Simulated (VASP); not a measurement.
# YHf7O16 (a cell with a defect) in VASP: further runs, part 2 of 2

VASP 6.6.1.

## Step 3: Electric field gradients, PBE

This run's cell holds other atoms than the first one's.

File INCAR:

```
SYSTEM = Hf7CO16
ALGO = Fast
EDIFF = 1E-8
ENCUT = 520
GGA = PE
ISIF = 2
ISMEAR = -1
LASPH = .TRUE.
LCHARG = .FALSE.
LEFG = .TRUE.
LREAL = Auto
LWAVE = .FALSE.
NBANDS = 103
NELM = 100
PREC = Accurate
SIGMA = 0.01
```

File KPOINTS:

```
k-points
0
G
  3 3 3
  0 0 0
```

File POSCAR:

```
Hf7CO16
1.0
    0.0000000000      5.1150000000      5.1150000000
    5.1150000000      0.0000000000      5.1150000000
    5.1150000000      5.1150000000      0.0000000000
C Hf O
1 7 16
Direct
    0.0000000000      0.0000000000      0.0000000000
    0.0000000000      0.0000000000      0.5000000000
    0.0000000000      0.5000000000      0.0000000000
    0.0000000000      0.5000000000      0.5000000000
    0.5000000000      0.0000000000      0.0000000000
    0.5000000000      0.0000000000      0.5000000000
    0.5000000000      0.5000000000      0.0000000000
    0.5000000000      0.5000000000      0.5000000000
    0.1250000000      0.1250000000      0.1250000000
    0.1250000000      0.1250000000      0.6250000000
    0.1250000000      0.6250000000      0.1250000000
    0.1250000000      0.6250000000      0.6250000000
    0.6250000000      0.1250000000      0.1250000000
    0.6250000000      0.1250000000      0.6250000000
    0.6250000000      0.6250000000      0.1250000000
    0.6250000000      0.6250000000      0.6250000000
    0.3750000000      0.3750000000      0.3750000000
    0.3750000000      0.3750000000      0.8750000000
    0.3750000000      0.8750000000      0.3750000000
    0.3750000000      0.8750000000      0.8750000000
    0.8750000000      0.3750000000      0.3750000000
    0.8750000000      0.3750000000      0.8750000000
    0.8750000000      0.8750000000      0.3750000000
    0.8750000000      0.8750000000      0.8750000000
```

Potentials or basis: VASP PAW PBE potentials, release 64 (C, Hf_pv, O).

Started as:

```sh
$ cat potpaw_PBE.64/C/POTCAR potpaw_PBE.64/Hf_pv/POTCAR potpaw_PBE.64/O/POTCAR > POTCAR
$ mpirun -np 1 vasp_std > vasp.out
```

OUTCAR:

```text
SYSTEM = Hf7CO16
   EDIFF = 1E-8
   ENCUT = 520
   GGA = PE
   ISIF = 2
   ISMEAR = -1
   LASPH = .TRUE.
   LREAL = Auto
   NELM = 100
   PREC = Accurate

 ion  position               nearest neighbor table
   1  0.000  0.000  0.000-
   2  0.000  0.000  0.500-   9 2.21  10 2.21  12 2.21  14 2.21  19 2.21  21 2.21  23 2.21  24 2.21
                             4 3.62   6 3.62   3 3.62   5 3.62   3 3.62   4 3.62   8 3.62   5 3.62
   3  0.000  0.500  0.000-   9 2.21  11 2.21  12 2.21  15 2.21  18 2.21  21 2.21  22 2.21  24 2.21
                             4 3.62   7 3.62   2 3.62   4 3.62   8 3.62   2 3.62   5 3.62   5 3.62
   4  0.000  0.500  0.500-  10 2.21  11 2.21  12 2.21  16 2.21  17 2.21  21 2.21  22 2.21  23 2.21
                             8 3.62   2 3.62   3 3.62   3 3.62   7 3.62   2 3.62   6 3.62   6 3.62
   5  0.500  0.000  0.000-   9 2.21  13 2.21  14 2.21  15 2.21  18 2.21  19 2.21  20 2.21  24 2.21
                             6 3.62   7 3.62   2 3.62   6 3.62   8 3.62   3 3.62   7 3.62   8 3.62
   6  0.500  0.000  0.500-  10 2.21  13 2.21  14 2.21  16 2.21  17 2.21  19 2.21  20 2.21  23 2.21
                             8 3.62   2 3.62   5 3.62   5 3.62   7 3.62   4 3.62   7 3.62   8 3.62
   7  0.500  0.500  0.000-  11 2.21  13 2.21  15 2.21  16 2.21  17 2.21  18 2.21  20 2.21  22 2.21
                             8 3.62   3 3.62   5 3.62   4 3.62   6 3.62   8 3.62   5 3.62   6 3.62
   8  0.500  0.500  0.500-  12 2.21  14 2.21  15 2.21  16 2.21  17 2.21  18 2.21  19 2.21  21 2.21
                             7 3.62   4 3.62   6 3.62   3 3.62   5 3.62   7 3.62   2 3.62   5 3.62
   9  0.125  0.125  0.125-   2 2.21   3 2.21   5 2.21
  10  0.125  0.125  0.625-   2 2.21   4 2.21   6 2.21
[... 689 lines left out ...]
   1      -0.000     0.000    -0.000    -0.000    -0.000    -0.000
   2      -4.673    -4.673     9.346   -36.501    -0.000    -0.000
   3      -4.673     9.346    -4.673    -0.000   -36.501    -0.000
   4       9.346    -4.673    -4.673    -0.000    -0.000    36.500
   5       9.346    -4.673    -4.673    -0.000    -0.000   -36.501
   6      -4.673     9.346    -4.673    -0.000    36.500    -0.000
[... 16 lines left out ...]
  23      -0.000    -0.000     0.000    24.783   -24.779   -24.779
  24       0.000    -0.000     0.000    24.783    24.783    24.783
---------------------------------------------------------------------

 Electric field gradients after diagonalization (V/A^2)
 (convention: |V_zz| > |V_xx| > |V_yy|)
----------------------------------------------------------------------
 ion       V_xx      V_yy      V_zz     asymmetry (V_yy - V_xx)/ V_zz
----------------------------------------------------------------------
   1       0.000     0.000    -0.001       0.000
   2      31.828     9.346   -41.174       0.546
   3      31.828     9.346   -41.174       0.546
   4      31.827     9.346   -41.173       0.546
   5      31.828     9.346   -41.174       0.546
   6      31.827     9.346   -41.173       0.546
[... 16 lines left out ...]
  23     -24.783   -24.777    49.560       0.000
  24     -24.783   -24.783    49.566       0.000
----------------------------------------------------------------------

           NMR quadrupolar parameters

 Cq : quadrupolar parameter    Cq=e*Q*V_zz/h
 eta: asymmetry parameters     (V_yy - V_xx)/ V_zz
 Q  : nuclear electric quadrupole moment in mb (millibarn)
----------------------------------------------------------------------
 ion       Cq(MHz)       eta       Q (mb)
----------------------------------------------------------------------
   1      -0.000       0.000       1.000
   2      -0.100       0.546       1.000
   3      -0.100       0.546       1.000
   4      -0.100       0.546       1.000
   5      -0.100       0.546       1.000
   6      -0.100       0.546       1.000
[... 16 lines left out ...]
  23       0.120       0.000       1.000
  24       0.120       0.000       1.000
----------------------------------------------------------------------
```

OSZICAR:

```text
N       E                     dE             d eps       ncg     rms          rms(c)
DAV:   1     0.111850274214E+04    0.11185E+04   -0.97423E+04   824   0.166E+03
DAV:   2    -0.177984632256E+03   -0.12965E+04   -0.12552E+04   988   0.421E+02
DAV:   3    -0.262449431202E+03   -0.84465E+02   -0.83133E+02   960   0.953E+01
[... 18 lines left out ...]
RMM:  22    -0.222203211609E+03   -0.46321E-07   -0.19439E-07   860   0.985E-04    0.138E-03
RMM:  23    -0.222203211554E+03    0.55497E-07   -0.45428E-08   820   0.585E-04    0.110E-03
RMM:  24    -0.222203211542E+03    0.11585E-07   -0.19923E-08   644   0.343E-04    0.193E-03
RMM:  25    -0.222203211576E+03   -0.34031E-07   -0.10622E-08   598   0.278E-04    0.430E-04
RMM:  26    -0.222203211585E+03   -0.92750E-08   -0.38965E-09   590   0.168E-04
   1 F= -.22220321E+03 E0= -.22220031E+03  d E =-.580675E-02
```

It took 6.2 min on 1 thread of Intel Xeon Platinum 8259CL at 2.50GHz (Skylake/Cascade Lake), shared host; peak memory 0.43 GiB.

What came out:

- Free energy: -222.2032 eV
- Pressure: -7.3 GPa
- Largest force: 0.812 eV/Å
- Band gap on the k mesh: none (metal or under the smearing width)

Forces in eV/Å, atoms in the order of the input:
```
C    0.000  0.000  0.000
Hf   0.000  0.000  0.000
Hf   0.000  0.000  0.000
Hf   0.000  0.000  0.000
Hf   0.000  0.000  0.000
Hf   0.000  0.000  0.000
Hf   0.000  0.000  0.000
Hf   0.000  0.000  0.000
O    0.469  0.469  0.469
O   -0.469 -0.469  0.469
O   -0.469  0.469 -0.469
O   -0.084  0.084  0.084
O    0.469 -0.469 -0.469
O    0.084 -0.084  0.084
O    0.084  0.084 -0.084
O   -0.084 -0.084 -0.084
O    0.084  0.084  0.084
O   -0.084 -0.084  0.084
O   -0.084  0.084 -0.084
O   -0.469  0.469  0.469
O    0.084 -0.084 -0.084
O    0.469 -0.469  0.469
O    0.469  0.469 -0.469
O   -0.469 -0.469 -0.469
```

Electric field gradients, principal values (V/Å²):
```csv
atom,Vxx,Vyy,Vzz
1 C,0.000,0.000,-0.001
2 Hf,9.346,31.828,-41.174
3 Hf,9.346,31.828,-41.174
4 Hf,9.346,31.827,-41.173
5 Hf,9.346,31.828,-41.174
6 Hf,9.346,31.827,-41.173
7 Hf,9.346,31.827,-41.173
8 Hf,0.000,0.000,-0.001
9 O,-24.783,-24.783,49.566
10 O,-24.777,-24.783,49.560
11 O,-24.777,-24.783,49.560
12 O,-5.351,-5.357,10.708
13 O,-24.777,-24.783,49.560
14 O,-5.351,-5.357,10.708
15 O,-5.351,-5.357,10.708
16 O,-5.357,-5.357,10.714
17 O,-5.357,-5.357,10.714
18 O,-5.351,-5.357,10.708
19 O,-5.351,-5.357,10.708
20 O,-24.777,-24.783,49.560
21 O,-5.351,-5.357,10.708
22 O,-24.777,-24.783,49.560
23 O,-24.777,-24.783,49.560
24 O,-24.783,-24.783,49.566
```

Spin-orbit coupling is left out, which matters for the levels of Hf.

## Step 4: Electric field gradients, PBE

This run's cell holds other atoms than the first one's.

File INCAR:

```
  ALGO = Normal
  EDIFF = 1E-8
  ENCUT = 520
  GGA = PE
  ISIF = 2
  ISMEAR = -1
  LASPH = T
  LCHARG = F
  LEFG = T
  LREAL = Auto
  LWAVE = F
  NBANDS = 103
  NELM = 80
  PREC = Accurate
  SIGMA = 0.01
```

File KPOINTS:

```
k-points
0
Gamma
  3 3 3
```

POSCAR is that of step 3.

Potentials or basis: VASP PAW PBE potentials, release 64 (C, Hf_pv, O).

Started as:

```sh
$ cat potpaw_PBE.64/C/POTCAR potpaw_PBE.64/Hf_pv/POTCAR potpaw_PBE.64/O/POTCAR > POTCAR
$ mpirun -np 1 vasp_std > vasp.out
```

OUTCAR:

```text
EDIFF = 1E-8
   ENCUT = 520
   GGA = PE
   ISIF = 2
   ISMEAR = -1
   LASPH = T
   LREAL = Auto
   NELM = 80
   PREC = Accurate

 ion  position               nearest neighbor table
   1  0.000  0.000  0.000-
   2  0.000  0.000  0.500-   9 2.21  10 2.21  12 2.21  14 2.21  19 2.21  21 2.21  23 2.21  24 2.21
                             4 3.62   6 3.62   3 3.62   5 3.62   3 3.62   4 3.62   8 3.62   5 3.62
   3  0.000  0.500  0.000-   9 2.21  11 2.21  12 2.21  15 2.21  18 2.21  21 2.21  22 2.21  24 2.21
                             4 3.62   7 3.62   2 3.62   4 3.62   8 3.62   2 3.62   5 3.62   5 3.62
   4  0.000  0.500  0.500-  10 2.21  11 2.21  12 2.21  16 2.21  17 2.21  21 2.21  22 2.21  23 2.21
                             8 3.62   2 3.62   3 3.62   3 3.62   7 3.62   2 3.62   6 3.62   6 3.62
   5  0.500  0.000  0.000-   9 2.21  13 2.21  14 2.21  15 2.21  18 2.21  19 2.21  20 2.21  24 2.21
                             6 3.62   7 3.62   2 3.62   6 3.62   8 3.62   3 3.62   7 3.62   8 3.62
   6  0.500  0.000  0.500-  10 2.21  13 2.21  14 2.21  16 2.21  17 2.21  19 2.21  20 2.21  23 2.21
[... 724 lines left out ...]
 ion       V_xx      V_yy      V_zz     asymmetry (V_yy - V_xx)/ V_zz
----------------------------------------------------------------------
   1       0.000     0.000    -0.001       0.000
   2      31.828     9.346   -41.174       0.546
   3      31.828     9.346   -41.174       0.546
   4      31.827     9.346   -41.173       0.546
   5      31.828     9.346   -41.174       0.546
   6      31.827     9.346   -41.173       0.546
[... 16 lines left out ...]
  23     -24.783   -24.777    49.560       0.000
  24     -24.783   -24.783    49.566       0.000
----------------------------------------------------------------------

           NMR quadrupolar parameters

 Cq : quadrupolar parameter    Cq=e*Q*V_zz/h
 eta: asymmetry parameters     (V_yy - V_xx)/ V_zz
 Q  : nuclear electric quadrupole moment in mb (millibarn)
----------------------------------------------------------------------
 ion       Cq(MHz)       eta       Q (mb)
----------------------------------------------------------------------
   1      -0.000       0.000       1.000
   2      -0.100       0.546       1.000
   3      -0.100       0.546       1.000
   4      -0.100       0.546       1.000
   5      -0.100       0.546       1.000
   6      -0.100       0.546       1.000
[... 16 lines left out ...]
  23       0.120       0.000       1.000
  24       0.120       0.000       1.000
----------------------------------------------------------------------
```

Run time: 5.5 min. Hardware: 1 thread of Intel Xeon Platinum 8259CL at 2.50GHz (Skylake/Cascade Lake), shared host; peak memory 0.43 GiB.

Results:

```
Free energy            : -222.2032 eV
Pressure               : -7.3 GPa
Largest force          : 0.812 eV/Å
Band gap on the k mesh : none (metal or under the smearing width)
```

Forces on the atoms (eV/Å):
```
C    0.000  0.000  0.000
Hf   0.000  0.000  0.000
Hf   0.000  0.000  0.000
Hf   0.000  0.000  0.000
Hf   0.000  0.000  0.000
Hf   0.000  0.000  0.000
Hf   0.000  0.000  0.000
Hf   0.000  0.000  0.000
O    0.469  0.469  0.469
O   -0.469 -0.469  0.469
O   -0.469  0.469 -0.469
O   -0.084  0.084  0.084
O    0.469 -0.469 -0.469
O    0.084 -0.084  0.084
O    0.084  0.084 -0.084
O   -0.084 -0.084 -0.084
O    0.084  0.084  0.084
O   -0.084 -0.084  0.084
O   -0.084  0.084 -0.084
O   -0.469  0.469  0.469
O    0.084 -0.084 -0.084
O    0.469 -0.469  0.469
O    0.469  0.469 -0.469
O   -0.469 -0.469 -0.469
```

Electric field gradients, principal values (V/Å²):
```csv
atom,Vxx,Vyy,Vzz
1 C,0.000,0.000,-0.001
2 Hf,9.346,31.828,-41.174
3 Hf,9.346,31.828,-41.174
4 Hf,9.346,31.827,-41.173
5 Hf,9.346,31.828,-41.174
6 Hf,9.346,31.827,-41.173
7 Hf,9.346,31.827,-41.173
8 Hf,0.000,0.000,-0.001
9 O,-24.783,-24.783,49.566
10 O,-24.777,-24.783,49.560
11 O,-24.777,-24.783,49.560
12 O,-5.351,-5.357,10.708
13 O,-24.777,-24.783,49.560
14 O,-5.351,-5.357,10.708
15 O,-5.351,-5.357,10.708
16 O,-5.357,-5.357,10.714
17 O,-5.357,-5.357,10.714
18 O,-5.351,-5.357,10.708
19 O,-5.351,-5.357,10.708
20 O,-24.777,-24.783,49.560
21 O,-5.351,-5.357,10.708
22 O,-24.777,-24.783,49.560
23 O,-24.777,-24.783,49.560
24 O,-24.783,-24.783,49.566
```

## Step 5: Electric field gradients, PBE

This run's cell holds other atoms than the first one's.

File INCAR:

```
SYSTEM = Hf8AsO15
ALGO = Fast
EDIFF = 1E-8
ENCUT = 520
GGA = PE
ISIF = 2
ISMEAR = -1
LASPH = .TRUE.
LCHARG = .FALSE.
LEFG = .TRUE.
LREAL = Auto
LWAVE = .FALSE.
NBANDS = 106
NELECT = 176.0
NELM = 100
PREC = Accurate
SIGMA = 0.01
```

File KPOINTS:

```
k-points
0
G
  3 3 3
  0 0 0
```

POSCAR, as its differences from that of step 4:

```diff
@@ -1,2 +1,2 @@
-Hf7CO16
+Hf8AsO15
 1.0
@@ -5,4 +5,4 @@
     5.1150000000      5.1150000000      0.0000000000
-C Hf O
-1 7 16
+Hf As O
+8 1 15
 Direct
```

Potentials or basis: VASP PAW PBE potentials, release 64 (Hf_pv, As, O).

Started as:

```sh
$ cat potpaw_PBE.64/Hf_pv/POTCAR potpaw_PBE.64/As/POTCAR potpaw_PBE.64/O/POTCAR > POTCAR
$ mpirun -np 1 vasp_std > vasp.out
```

OUTCAR:

```text
SYSTEM = Hf8AsO15
   EDIFF = 1E-8
   ENCUT = 520
   GGA = PE
   ISIF = 2
   ISMEAR = -1
   LASPH = .TRUE.
   LREAL = Auto
   NELECT = 176.0
   NELM = 100
   PREC = Accurate

 ion  position               nearest neighbor table
   1  0.000  0.000  0.000-   9 2.21  10 2.21  11 2.21  13 2.21  20 2.21  22 2.21  23 2.21  24 2.21
                             5 3.62   2 3.62   3 3.62   2 3.62   4 3.62   6 3.62   3 3.62   4 3.62
   2  0.000  0.000  0.500-   9 2.21  10 2.21  12 2.21  14 2.21  19 2.21  21 2.21  23 2.21  24 2.21
                             6 3.62   1 3.62   4 3.62   1 3.62   3 3.62   5 3.62   3 3.62   4 3.62
   3  0.000  0.500  0.000-   9 2.21  11 2.21  12 2.21  15 2.21  18 2.21  21 2.21  22 2.21  24 2.21
                             7 3.62   1 3.62   4 3.62   2 3.62   4 3.62   8 3.62   1 3.62   2 3.62
   4  0.000  0.500  0.500-  10 2.21  11 2.21  12 2.21  16 2.21  17 2.21  21 2.21  22 2.21  23 2.21
                             8 3.62   2 3.62   3 3.62   1 3.62   3 3.62   7 3.62   1 3.62   2 3.62
   5  0.500  0.000  0.000-   9 2.21  13 2.21  14 2.21  15 2.21  18 2.21  19 2.21  20 2.21  24 2.21
                             7 3.62   1 3.62   6 3.62   2 3.62   6 3.62   8 3.62   3 3.62   7 3.62
[... 742 lines left out ...]
   1      67.322    67.322  -134.644       0.000
   2      67.322    67.321  -134.643       0.000
   3      67.322    67.321  -134.643       0.000
   4      -5.047    -5.046    10.094       0.000
   5      67.322    67.321  -134.643       0.000
   6      -5.047    -5.046    10.094       0.000
[... 16 lines left out ...]
  23       0.764     0.695    -1.459       0.047
  24      -0.002    -0.002     0.004       0.000
----------------------------------------------------------------------

           NMR quadrupolar parameters

 Cq : quadrupolar parameter    Cq=e*Q*V_zz/h
 eta: asymmetry parameters     (V_yy - V_xx)/ V_zz
 Q  : nuclear electric quadrupole moment in mb (millibarn)
----------------------------------------------------------------------
 ion       Cq(MHz)       eta       Q (mb)
----------------------------------------------------------------------
   1      -0.326       0.000       1.000
   2      -0.326       0.000       1.000
   3      -0.326       0.000       1.000
   4       0.024       0.000       1.000
   5      -0.326       0.000       1.000
   6       0.024       0.000       1.000
[... 16 lines left out ...]
  23      -0.004       0.047       1.000
  24       0.000       0.000       1.000
----------------------------------------------------------------------
```

OSZICAR:

```text
N       E                     dE             d eps       ncg     rms          rms(c)
DAV:   1     0.121172259459E+04    0.12117E+04   -0.99120E+04   848   0.166E+03
DAV:   2    -0.167488883588E+03   -0.13792E+04   -0.13169E+04  1016   0.432E+02
DAV:   3    -0.263073751400E+03   -0.95585E+02   -0.94669E+02   984   0.990E+01
DAV:   4    -0.265052276570E+03   -0.19785E+01   -0.19705E+01   976   0.149E+01
[... 16 lines left out ...]
RMM:  21    -0.221061201097E+03    0.26811E-06   -0.41739E-07   992   0.151E-03    0.869E-04
RMM:  22    -0.221061201122E+03   -0.24189E-07   -0.40353E-08   763   0.535E-04    0.116E-03
RMM:  23    -0.221061201097E+03    0.24564E-07   -0.21938E-08   682   0.313E-04    0.178E-04
RMM:  24    -0.221061201087E+03    0.10088E-07   -0.47715E-09   635   0.166E-04    0.935E-05
RMM:  25    -0.221061201083E+03    0.35889E-08   -0.99013E-10   431   0.826E-05
   1 F= -.22106120E+03 E0= -.22106120E+03  d E =-.148737E-11
```

Run time: 3.8 min. Hardware: 1 thread of Intel Xeon 6975P-C (Granite Rapids), shared host; peak memory 0.43 GiB.

What came out:

```yaml
Free_energy: -221.0612 eV
Largest_force: 6.433 eV/Å
Band_gap_on_the_k_mesh: 2.36 eV, direct
```

Forces in eV/Å, atoms in the order of the input:
```
Hf  -3.714 -3.714 -3.714
Hf   3.714  3.714 -3.714
Hf   3.714 -3.714  3.714
Hf   0.045 -0.045 -0.045
Hf  -3.714  3.714  3.714
Hf  -0.045  0.045 -0.045
Hf  -0.045 -0.045  0.045
Hf   0.045  0.045  0.045
As   0.000  0.000  0.000
O    0.000  0.000  0.344
O    0.000  0.344  0.000
O   -0.344  0.000  0.000
O    0.344  0.000  0.000
O    0.000 -0.344  0.000
O    0.000  0.000 -0.344
O    0.000  0.000  0.000
O    0.000  0.000  0.000
O    0.000  0.000  1.903
O    0.000  1.903  0.000
O   -1.903  0.000  0.000
O    1.903  0.000  0.000
O    0.000 -1.903  0.000
O    0.000  0.000 -1.903
O    0.000  0.000  0.000
```

Levels at points of the mesh, in eV from the valence-band top:
| k point | band 85 | band 86 | band 87 | band 88 | band 89 | band 90 | band 91 | band 92 |
| --- | --- | --- | --- | --- | --- | --- | --- | --- |
| (0.00, 0.00, 0.00) | -1.65 | 0.00 | 0.00 | 0.00 | 2.36 | 2.36 | 2.37 | 2.37 |

Electric field gradients, principal values (V/Å²):
| atom | Vxx | Vyy | Vzz |
| --- | --- | --- | --- |
| 1 Hf | 67.322 | 67.322 | -134.644 |
| 2 Hf | 67.321 | 67.322 | -134.643 |
| 3 Hf | 67.321 | 67.322 | -134.643 |
| 4 Hf | -5.046 | -5.047 | 10.094 |
| 5 Hf | 67.321 | 67.322 | -134.643 |
| 6 Hf | -5.046 | -5.047 | 10.094 |
| 7 Hf | -5.046 | -5.047 | 10.094 |
| 8 Hf | -5.046 | -5.046 | 10.092 |
| 9 As | -0.001 | -0.001 | 0.002 |
| 10 O | -1.340 | -1.359 | 2.699 |
| 11 O | -1.340 | -1.359 | 2.699 |
| 12 O | -1.341 | -1.363 | 2.704 |
| 13 O | -1.340 | -1.359 | 2.699 |
| 14 O | -1.341 | -1.363 | 2.704 |
| 15 O | -1.341 | -1.363 | 2.704 |
| 16 O | -0.002 | -0.002 | 0.004 |
| 17 O | -0.002 | -0.002 | 0.004 |
| 18 O | 0.699 | 0.760 | -1.459 |
| 19 O | 0.699 | 0.760 | -1.459 |
| 20 O | 0.695 | 0.764 | -1.459 |
| 21 O | 0.699 | 0.760 | -1.459 |
| 22 O | 0.695 | 0.764 | -1.459 |
| 23 O | 0.695 | 0.764 | -1.459 |
| 24 O | -0.002 | -0.002 | 0.004 |

Caveat: the cell carries a net charge on a neutralising background, which shifts energy and pressure; the cell is charged against a uniform background, so pressure and absolute levels hang on convention; spin-orbit coupling is left out, which moves the levels of the heavy elements.
